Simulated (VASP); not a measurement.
A run of VASP 6.6.1 is set up as follows.

The input INCAR:

```
SYSTEM = InAs
ALGO = Normal ; EDIFF = 1E-6
ENCUT = 520 ; GGA = PS
GGA_COMPAT = .FALSE. ; ISIF = 2
ISMEAR = 0 ; LASPH = .TRUE.
LCHARG = .FALSE. ; LNONCOLLINEAR = .TRUE.
LORBIT = 11 ; LORBMOM = .TRUE.
LREAL = .FALSE. ; LSORBIT = .TRUE.
LWAVE = .FALSE. ; MAGMOM = 0 0 0 0 0 0
NBANDS = 30 ; NELM = 150
PREC = Accurate ; SIGMA = 0.1
```

File KPOINTS:

```
k-points
0
G
  10 10 10
  0 0 0
```

File POSCAR:

```
InAs
1.0
    0.0000000000      2.9377496965      2.9377496965
    2.9377496965      0.0000000000      2.9377496965
    2.9377496965      2.9377496965      0.0000000000
In As
1 1
Direct
    0.0000000000      0.0000000000      0.0000000000
    0.2500000000      0.2500000000      0.2500000000
```

Potentials or basis: VASP PAW PBE potentials, release 64 (In_d, As).

The run is started by

```sh
$ cat potpaw_PBE.64/In_d/POTCAR potpaw_PBE.64/As/POTCAR > POTCAR
$ mpirun -np 1 vasp_ncl > vasp.out
```

(1) Estimate the pressure.

(2) What does it give for the net moment?

Answers

(1) 7.7 GPa.

(2) 0.00 μB per cell.

Caveat: the PAW data sets were made with another functional, which shifts forces and pressure a little.
